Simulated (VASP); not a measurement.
```xyz
5
Lattice="4.1288 0.0000 0.0000 0.0000 4.1288 0.0000 0.0000 0.0000 4.1288" Properties=species:S:1:pos:R:3 pbc="T T T"
K      0.0000     0.0000     0.0000
Zn     2.0644     2.0644     2.0644
F      2.0644     0.0000     2.0644
F      0.0000     2.0644     2.0644
F      2.0644     2.0644     0.0000
```

All values below come from PBE GGA, VASP's PBE PAW potentials (set 64) (plane waves; VASP 6.6.1). Run with 520 eV cut-off, 6×6×6 Γ-centred mesh, Gaussian smearing of 0.010 eV, potentials K_sv Zn F.

Question: Give the electronic dielectric tensor ε∞ (DFPT, local fields included).

Answer: 
```
2.35  0.00  0.00
0.00  2.35  0.00
0.00  0.00  2.35
```

Question: Give the Born effective charges.

Answer: 
```
atom   Z*xx   Z*yy   Z*zz   mean
----  -----  -----  -----  -----
K1     1.19   1.19   1.19   1.19
Zn2    2.32   2.32   2.32   2.32
F3    -0.90  -1.72  -0.90  -1.17
F4    -1.72  -0.90  -0.90  -1.17
F5    -0.90  -0.90  -1.72  -1.17
```

Question: And the static tensor with the ions free?

Answer: 
```
10.0  0.00  0.00
0.00  10.0  0.00
0.00  0.00  10.0
```

Question: Which frequencies do the optical Γ-point modes have (no LO-TO splitting)?

Answer: 116 (×3), 142 (×3), 174 (×3), 389 (×3) cm⁻¹.

The compound is KZnF3 in the cubic perovskite structure. It was relaxed first, which changed the volume by +6 %.
